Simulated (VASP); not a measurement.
CoSi:

```
Co Si
1.0
     4.42892    0.00000    0.00000
     0.00000    4.42892    0.00000
     0.00000    0.00000    4.42892
Co Si
4 4
Direct
  0.85457 0.64543 0.35457
  0.64543 0.35457 0.85457
  0.35457 0.85457 0.64543
  0.14543 0.14543 0.14543
  0.15670 0.34330 0.65670
  0.34330 0.65670 0.15670
  0.65670 0.15670 0.34330
  0.84330 0.84330 0.84330
```

The cell is a database's computed one.

* Program: VASP 6.6.1
* Task: relaxation of cell and atoms
* Functional: PBE
* Dispersion: D3(BJ)
* Potentials or basis: VASP PAW PBE potentials, release 64 (Co, Si)
* Cutoff: 600 eV
* k mesh: 8 × 8 × 8
* Occupations: gaussian, width 0.1 eV
* Spin: no spin polarisation

At the start: pressure -7.6 GPa; volume 10.86 Å³/atom.

Question: Where does the relaxation end?

Answer: Over 6 steps the energy falls by 8.5 meV/atom and the volume is 10.50 Å³/atom (-3.3 %); space group P2_13 (No. 198, to 0.05 Å).

Step by step:
```tsv
step	energy change (eV)	largest force (eV/Å)	pressure (GPa)	volume (Å³)
1	0.0000	0.0231	-7.56	86.87
2	0.0531	0.1627	11.51	80.59
3	-0.0672	0.0514	-0.08	84.11
4	-0.0672	0.0530	0.12	84.05
5	-0.0678	0.0338	0.10	84.03
6	-0.0680	0.0129	0.11	84.01
```

Final structure:
```
Co Si
1.0
     4.37966    0.00000    0.00000
     0.00000    4.37966    0.00000
     0.00000    0.00000    4.37966
Co Si
4 4
Direct
  0.85401 0.64599 0.35401
  0.64599 0.35401 0.85401
  0.35401 0.85401 0.64599
  0.14599 0.14599 0.14599
  0.15627 0.34373 0.65627
  0.34373 0.65627 0.15627
  0.65627 0.15627 0.34373
  0.84373 0.84373 0.84373
```

Caveat: pairwise dispersion overbinds metals, which lowers pressure and volume.
